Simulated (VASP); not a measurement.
An input for Ansatz (written as the equivalent of a VASP run, and not itself run):

Ansatz 0.2 input:
```yaml
crystal:
  lattice:
    - [0.0000000, 2.9676746, 2.9676746]
    - [2.9676746, 0.0000000, 2.9676746]
    - [2.9676746, 2.9676746, 0.0000000]
  atoms:
    - { symbol: Cd, position: [0.0000000, 0.0000000, 0.0000000] }
    - { symbol: Se, position: [0.2500000, 0.2500000, 0.2500000] }
kpoints:
  mp_grid: { grid: [8, 8, 8] }
hamiltonian:
  xc: pbesol
  pseudopotentials: { kind: paw }
scf:
  occupations: { method: gaussian, width: 0.05 }
  max_iter: 100
relax:
  max_steps: 40
  f_tol: 0.02
  cell: { p_target: 10 }
output: { forces: true, stress: true, eigenvalues: true }
```

Q: Translate this input to VASP (INCAR, KPOINTS, POSCAR, choice of POTCAR).

A: This is not unique; one that fits is 
**INCAR**
```
NSW = 40   # most ionic steps
SYSTEM = CdSe
NELM = 100
ALGO = Normal
LWAVE = .FALSE.
ISMEAR = 0   # Gaussian
LMAXMIX = 4
PSTRESS = 100   # kbar
ENCUT = 500
LREAL = .FALSE.
ISIF = 3   # ions, shape and volume
IBRION = 2   # conjugate gradients
EDIFF = 1E-6
LASPH = .TRUE.
SIGMA = 0.05
GGA = PS   # PBEsol
PREC = Accurate
EDIFFG = -0.02   # ionic stop
LCHARG = .FALSE.
```

### KPOINTS
```
Automatic mesh
0
Gamma
8 8 8
0 0 0
```

File POSCAR:
```
CdSe
1.0
  0.0000000000   2.9676746424   2.9676746424
  2.9676746424   0.0000000000   2.9676746424
  2.9676746424   2.9676746424   0.0000000000
Cd Se
1 1
Cart
  0.0000000000   0.0000000000   0.0000000000
  1.4838373212   1.4838373212   1.4838373212
```

POTCAR, in this order: Cd Se (PBE.64 set). Program: vasp_std.

The two are equivalent in intent, not identical: each code has its own PAW files, so the cut-off isn't converted (ENCUT is set for VASP's; basis.ecutwfc is left out, and Ansatz then takes the one that its files recommend); Ansatz stops its SCF on the density residual and VASP on the energy change (EDIFF).

The structure was generated: CdSe was put into the zinc blende type (F-43m), which need not be its known phase. This run relaxes it under an external pressure of 10 GPa. Symmetry was kept, so distortions that lower it aren't found.
